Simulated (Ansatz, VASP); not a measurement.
# SrAlH3 in two plane-wave programs, part 2 of 3

One calculation is typed for both programs; each brings its own data sets. How far apart do they land? The cell is taken from a series of runs on this material, whose earlier steps may have relaxed, scaled, displaced or heated it; both programs get it as it stands.

VASP 6.6.1 and Ansatz 0.2.0.

So far: Starting point; Ansatz: zone-centre phonons, PBEsol, pair 1.

## Step 3: VASP: zone-centre phonons, PBEsol, pair 1

Level of this step: PBEsol; plane waves and PAW (Sr_sv, Al, H) (VASP).

The same cell, functional, mesh and smearing now go to VASP, with its own data sets.

Lines of VASP's logs that name or quote its potential files are left out, and so is its time.

INCAR

```
SYSTEM = SrAlH3
PREC = Accurate
ENCUT = 500
EDIFF = 1E-08
NELM = 120
ISMEAR = 1
SIGMA = 0.2
LREAL = .FALSE.
ALGO = Normal
GGA = PS
NBANDS = 14
LORBIT = 11
LWAVE = .FALSE.
LCHARG = .FALSE.
ISIF = 2
IBRION = 8
LASPH = .TRUE.
GGA_COMPAT = .FALSE.
KPAR = 2
```

POSCAR

```
SrAlH3
1.0
    3.5625675606      0.0000000000      0.0000000000
    0.0000000000      3.5625675606      0.0000000000
    0.0000000000      0.0000000000      4.9326782484
Sr Al H
1 1 3
Direct
    0.5000000000      0.5000000000      0.4347440680
    0.0000000000      0.0000000000      0.9104681865
    0.0000000000      0.5000000000      0.7254333995
    0.5000000000      0.0000000000      0.7254333995
    0.5000000000      0.5000000000      0.9641045382
```

KPOINTS

```
Automatic mesh
0
Gamma
10 10 8
0 0 0
```

The projector-augmented-wave data sets are Sr_sv, Al and H (PBE family, release 64).

On the command line:

```console
mpirun -np 2 vasp_std
```

Output:

```text
[banner, memory and clock lines left out]
running    2 mpi-ranks, on    1 nodes
 distrk:  each k-point on    1 cores,    2 groups
 distr:  one band on    1 cores,    1 groups

 POSCAR found type information on POSCAR SrAlH
 POSCAR found :  3 types and       5 ions
|                                                                             |
|               ----> ADVICE to this user running VASP <----                  |
|                                                                             |
|     You enforced a specific xc type in the INCAR file but a different       |
|     [... a line on the potential file left out ...]
|     I HOPE YOU KNOW WHAT YOU ARE DOING!                                     |
|                                                                             |

 LDA part: xc-table for (Slater+PW92), standard interpolation
 POSCAR, INCAR and KPOINTS ok, starting setup
 FFT: planning ... GRIDC
 FFT: planning ... GRID_SOFT
 FFT: planning ... GRID
 WAVECAR not read
 entering main loop
       N       E                     dE             d eps       ncg     rms          rms(c)
DAV:   1     0.474713185905E+02    0.47471E+02   -0.68482E+03  2948   0.943E+02
DAV:   2    -0.132305634032E+02   -0.60702E+02   -0.57779E+02  3950   0.189E+02
DAV:   3    -0.167875716504E+02   -0.35570E+01   -0.35400E+01  5078   0.383E+01
DAV:   4    -0.168452911933E+02   -0.57720E-01   -0.57710E-01  3736   0.419E+00
DAV:   5    -0.168469546948E+02   -0.16635E-02   -0.16634E-02  4582   0.537E-01    0.235E+01
DAV:   6    -0.160886003881E+02    0.75835E+00   -0.64912E-01  3342   0.469E+00    0.134E+01
DAV:   7    -0.159373928134E+02    0.15121E+00   -0.76921E-01  3702   0.505E+00    0.196E+00
DAV:   8    -0.159297453706E+02    0.76474E-02   -0.73889E-02  3228   0.168E+00    0.849E-01
DAV:   9    -0.159289047243E+02    0.84065E-03   -0.57210E-03  3954   0.429E-01    0.212E-01
DAV:  10    -0.159288134918E+02    0.91232E-04   -0.40700E-04  3528   0.142E-01    0.879E-02
DAV:  11    -0.159288195763E+02   -0.60844E-05   -0.17779E-05  3768   0.321E-02    0.378E-02
DAV:  12    -0.159288187583E+02    0.81792E-06   -0.23925E-06  4526   0.122E-02    0.415E-03
DAV:  13    -0.159288187988E+02   -0.40417E-07   -0.49929E-07  3576   0.462E-03    0.403E-03
DAV:  14    -0.159288187711E+02    0.27651E-07   -0.51309E-08  3918   0.161E-03    0.125E-03
DAV:  15    -0.159288187408E+02    0.30299E-07   -0.35973E-09  1866   0.478E-04    0.413E-04
DAV:  16    -0.159288187281E+02    0.12737E-07   -0.13150E-09  1686   0.226E-04    0.977E-05
DAV:  17    -0.159288187274E+02    0.66848E-09   -0.17808E-10  1680   0.104E-04
   1 F= -.15928819E+02 E0= -.15929081E+02  d E =0.785998E-03
 Linear response reoptimize wavefunctions to high precision
DAV:   1    -0.159288187270E+02    0.36653E-09   -0.21230E-11  1740   0.372E-05
DAV:   2    -0.159288187270E+02    0.90949E-12   -0.61513E-12  1650   0.152E-05
 Linear response DOF=           9
 Linear response progress:
  Degree of freedom:   1/  9
       N       E                     dE             d eps       ncg     rms          rms(c)
RMM:   1    -0.282725111717E+00   -0.28273E+00    0.79570E-01 11232   0.473E+00
RMM:   2    -0.282450606275E+00    0.27451E-03   -0.33949E-02 12240   0.885E-01    0.246E-01
RMM:   3    -0.283285972521E+00   -0.83537E-03   -0.31336E-03 14917   0.288E-01    0.173E-01
RMM:   4    -0.283344981405E+00   -0.59009E-04   -0.47776E-04 16246   0.124E-01    0.580E-02
RMM:   5    -0.283540391497E+00   -0.19541E-03   -0.70313E-05 16855   0.382E-02    0.149E-02
RMM:   6    -0.283633582684E+00   -0.93191E-04   -0.14525E-05 17106   0.158E-02    0.377E-03
RMM:   7    -0.283597269172E+00    0.36314E-04   -0.41345E-06 17498   0.713E-03    0.106E-03
RMM:   8    -0.283592850488E+00    0.44187E-05   -0.11952E-05 18461   0.323E-03    0.701E-04
RMM:   9    -0.283585610005E+00    0.72405E-05   -0.71362E-06 17871   0.171E-03    0.451E-04
RMM:  10    -0.283591840253E+00   -0.62302E-05   -0.35114E-06 17635   0.106E-03    0.281E-04
RMM:  11    -0.283590893131E+00    0.94712E-06   -0.12536E-06 18264   0.562E-04    0.201E-04
RMM:  12    -0.283590087454E+00    0.80568E-06   -0.14001E-06 18236   0.317E-04    0.110E-04
RMM:  13    -0.283589701805E+00    0.38565E-06   -0.48871E-07 17564   0.190E-04    0.220E-05
RMM:  14    -0.283589610036E+00    0.91769E-07   -0.45255E-07 18337   0.112E-04    0.556E-06
RMM:  15    -0.283589620122E+00   -0.10085E-07   -0.16528E-07 18284   0.682E-05    0.760E-06
RMM:  16    -0.283589608231E+00    0.11890E-07   -0.18930E-07 17124   0.432E-05    0.782E-06
RMM:  17    -0.283589621798E+00   -0.13567E-07   -0.69374E-08 15514   0.289E-05    0.131E-05
RMM:  18    -0.283589579289E+00    0.42510E-07   -0.77701E-08 15339   0.207E-05    0.727E-06
RMM:  19    -0.283589566913E+00    0.12376E-07   -0.36448E-08 13861   0.145E-05    0.520E-06
[...]
RMM:  19    -0.311598016789E+00    0.15287E-06    0.14128E-07  6432   0.393E-05    0.169E-05
RMM:  20    -0.311597901123E+00    0.11567E-06    0.93887E-08  6666   0.302E-05    0.464E-05
RMM:  21    -0.311597866819E+00    0.34304E-07    0.95271E-08  6815   0.189E-05    0.557E-05
RMM:  22    -0.311597848718E+00    0.18101E-07    0.55596E-08  6420   0.137E-05    0.565E-05
RMM:  23    -0.311597836992E+00    0.11726E-07    0.38686E-08  6301   0.113E-05    0.529E-05
 first order change of Fermi-energy  -0.24964E+00
[...]
RMM:   4    -0.164579265652E-01   -0.53890E-03   -0.71442E-05 13308   0.412E-02    0.871E-03
RMM:   5    -0.165303347758E-01   -0.72408E-04   -0.11336E-05 15730   0.117E-02    0.259E-03
RMM:   6    -0.165353014373E-01   -0.49667E-05   -0.23972E-06 16500   0.486E-03    0.200E-03
RMM:   7    -0.165308058559E-01    0.44956E-05   -0.13287E-06 16659   0.200E-03    0.826E-04
RMM:   8    -0.165323409559E-01   -0.15351E-05    0.53080E-08 17241   0.984E-04    0.228E-04
RMM:   9    -0.165323816315E-01   -0.40676E-07   -0.59680E-07 17730   0.446E-04    0.172E-04
RMM:  10    -0.165324201281E-01   -0.38497E-07    0.16590E-07 18120   0.231E-04    0.606E-05
RMM:  11    -0.165323754808E-01    0.44647E-07   -0.21044E-07 17989   0.119E-04    0.711E-05
RMM:  12    -0.165323862384E-01   -0.10758E-07    0.11081E-07 17824   0.681E-05    0.242E-05
RMM:  13    -0.165323944273E-01   -0.81889E-08   -0.79943E-08 17682   0.367E-05    0.283E-05
 first order change of Fermi-energy   0.26940E-04
 force on displaced ion       3 direction 1 :  -4.543   0.000   0.000
 Linear response progress:
  Degree of freedom:   6/  9
       N       E                     dE             d eps       ncg     rms          rms(c)
RMM:   1    -0.176690826053E-01   -0.17669E-01   -0.19181E-03 15789   0.527E-01
RMM:   2    -0.166405103936E-01    0.10286E-02   -0.52449E-04 13068   0.125E-01    0.109E-01
RMM:   3    -0.169348256263E-01   -0.29432E-03   -0.17128E-04 12292   0.552E-02    0.574E-02
RMM:   4    -0.175933691567E-01   -0.65854E-03   -0.13630E-04 11915   0.497E-02    0.893E-03
RMM:   5    -0.176660407625E-01   -0.72672E-04   -0.73060E-06 14194   0.131E-02    0.141E-03
RMM:   6    -0.176691623238E-01   -0.31216E-05   -0.80496E-07 15609   0.406E-03    0.668E-04
RMM:   7    -0.176717611768E-01   -0.25989E-05   -0.38770E-07 16000   0.169E-03    0.231E-04
RMM:   8    -0.176713676516E-01    0.39353E-06    0.48834E-07 17292   0.728E-04    0.129E-04
RMM:   9    -0.176715687449E-01   -0.20109E-06   -0.21340E-07 17255   0.357E-04    0.642E-05
RMM:  10    -0.176716020089E-01   -0.33264E-07    0.29059E-07 17826   0.176E-04    0.234E-05
RMM:  11    -0.176716349845E-01   -0.32976E-07   -0.52184E-08 17808   0.925E-05    0.240E-05
RMM:  12    -0.176716272088E-01    0.77757E-08    0.89684E-08 17814   0.501E-05    0.633E-06
 first order change of Fermi-energy  -0.94544E-04
 force on displaced ion       3 direction 2 :   0.000  -1.280  -0.000
 Linear response progress:
  Degree of freedom:   7/  9
       N       E                     dE             d eps       ncg     rms          rms(c)
RMM:   1    -0.168387514404E-01   -0.16839E-01   -0.51095E-03 11182   0.524E-01
RMM:   2    -0.162368538928E-01    0.60190E-03   -0.57848E-04  9713   0.114E-01    0.252E-01
RMM:   3    -0.165085005885E-01   -0.27165E-03   -0.20522E-04  9684   0.575E-02    0.115E-01
RMM:   4    -0.169679120169E-01   -0.45941E-03   -0.86571E-05  9924   0.401E-02    0.212E-02
RMM:   5    -0.171452834236E-01   -0.17737E-03   -0.19284E-05 10371   0.164E-02    0.462E-03
RMM:   6    -0.171462475250E-01   -0.96410E-06   -0.40704E-06 11913   0.590E-03    0.236E-03
RMM:   7    -0.171551209325E-01   -0.88734E-05   -0.81706E-07 11665   0.270E-03    0.193E-03
RMM:   8    -0.171567094952E-01   -0.15886E-05   -0.23914E-07 11832   0.150E-03    0.242E-04
RMM:   9    -0.171560935957E-01    0.61590E-06   -0.16128E-07 12792   0.702E-04    0.330E-04
RMM:  10    -0.171562460548E-01   -0.15246E-06    0.99911E-09 12762   0.336E-04    0.635E-05
RMM:  11    -0.171561556501E-01    0.90405E-07   -0.68692E-08 13061   0.174E-04    0.129E-04
RMM:  12    -0.171561563779E-01   -0.72783E-09    0.11909E-08 12553   0.955E-05    0.324E-05
 first order change of Fermi-energy   0.20012E+00
 force on displaced ion       3 direction 3 :   0.000   0.000  -3.481
 Linear response progress:
  Degree of freedom:   8/  9
       N       E                     dE             d eps       ncg     rms          rms(c)
RMM:   1    -0.158829303091E-01   -0.15883E-01   -0.10828E-02 15093   0.458E-01
RMM:   2    -0.147877720958E-01    0.10952E-02   -0.47244E-04 12953   0.105E-01    0.685E-02
RMM:   3    -0.150384923220E-01   -0.25072E-03   -0.62938E-05 13263   0.333E-02    0.382E-02
RMM:   4    -0.154753462195E-01   -0.43685E-03   -0.48735E-05 12593   0.276E-02    0.540E-03
RMM:   5    -0.155290049479E-01   -0.53659E-04   -0.53851E-10 14691   0.748E-03    0.122E-03
RMM:   6    -0.155272761451E-01    0.17288E-05    0.61394E-08 15839   0.254E-03    0.318E-04
RMM:   7    -0.155289710184E-01   -0.16949E-05    0.13531E-07 16054   0.109E-03    0.146E-04
RMM:   8    -0.155285453681E-01    0.42565E-06    0.32416E-07 17195   0.441E-04    0.579E-05
RMM:   9    -0.155284194373E-01    0.12593E-06   -0.16191E-07 16805   0.216E-04    0.117E-05
RMM:  10    -0.155284368742E-01   -0.17437E-07    0.60981E-08 17548   0.105E-04    0.870E-06
RMM:  11    -0.155284392443E-01   -0.23701E-08   -0.33926E-08 17377   0.551E-05    0.432E-06
 first order change of Fermi-energy   0.35757E-04
 force on displaced ion       5 direction 1 :  -0.578   0.000  -0.001
 Linear response progress:
  Degree of freedom:   9/  9
       N       E                     dE             d eps       ncg     rms          rms(c)
RMM:   1    -0.153771037525E-01   -0.15377E-01   -0.27132E-03  6534   0.485E-01
RMM:   2    -0.153367856223E-01    0.40318E-04   -0.43948E-04  5632   0.891E-02    0.263E-01
RMM:   3    -0.156106498016E-01   -0.27386E-03   -0.17333E-04  5716   0.505E-02    0.135E-01
RMM:   4    -0.160559733546E-01   -0.44532E-03   -0.70040E-05  5508   0.368E-02    0.128E-02
RMM:   5    -0.161474705861E-01   -0.91497E-04   -0.14866E-05  6361   0.137E-02    0.344E-03
RMM:   6    -0.161600851144E-01   -0.12615E-04   -0.29503E-06  6805   0.521E-03    0.264E-03
RMM:   7    -0.161608970654E-01   -0.81195E-06   -0.51929E-07  6759   0.227E-03    0.134E-03
RMM:   8    -0.161642798560E-01   -0.33828E-05   -0.75403E-08  6725   0.135E-03    0.236E-04
RMM:   9    -0.161641398067E-01    0.14005E-06   -0.12917E-07  7224   0.621E-04    0.264E-04
RMM:  10    -0.161643292852E-01   -0.18948E-06    0.52962E-08  7282   0.311E-04    0.484E-05
RMM:  11    -0.161641299919E-01    0.19929E-06   -0.64422E-08  7324   0.158E-04    0.105E-04
RMM:  12    -0.161641869927E-01   -0.57001E-07    0.27307E-08  7328   0.869E-05    0.334E-05
RMM:  13    -0.161641890744E-01   -0.20817E-08   -0.20661E-08  7314   0.481E-05    0.396E-05
 first order change of Fermi-energy   0.11229E+00
 force on displaced ion       5 direction 3 :   0.000  -0.000  -3.683
 Linear response finished
```

(Part 2 of 3 ends here.)

[Lines on the potential files, build, host, timing and source positions are cut from VASP's logs without a mark.]

[Logs are printed without paths, hosts, clocks, repeated set-up lines and the standing remarks that a program may print on its own settings, such as how far it seeks lower states.]

[Hosts, paths, dates, database ids (printed as entryN), source tags and the programs' standing remarks are cut or masked in the printed files.]
